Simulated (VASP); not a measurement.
Input:

```yaml
crystal:
  lattice:
    - [0.00000, 2.79201, 2.79201]
    - [2.79201, 0.00000, 2.79201]
    - [2.79201, 2.79201, 0.00000]
  atoms:
    - { symbol: Mg, position: [0.00000, 0.00000, 0.00000] }
    - { symbol: S, position: [0.75000, 0.75000, 0.75000] }
```

Level of theory: LDA (Ceperley-Alder, Perdew-Zunger), VASP's LDA PAW potentials (set 64) (plane waves; VASP 6.6.1). Run with 400 eV cut-off, 8×8×8 Γ-centred mesh, Gaussian smearing of 0.010 eV, potentials Mg S.

Give the electronic dielectric tensor ε∞ (DFPT, local fields included).

```
4.17  0.00  0.00
0.00  4.17  0.00
0.00  0.00  4.17
```

Give the Born effective charges.

```
atom   Z*xx   Z*yy   Z*zz   mean
----  -----  -----  -----  -----
Mg1    1.87   1.87   1.87   1.87
S2    -1.87  -1.87  -1.87  -1.87
```

The structure comes from a computed database's MgS entry (F-43m); how it stands against other phases isn't given here. It was relaxed first.
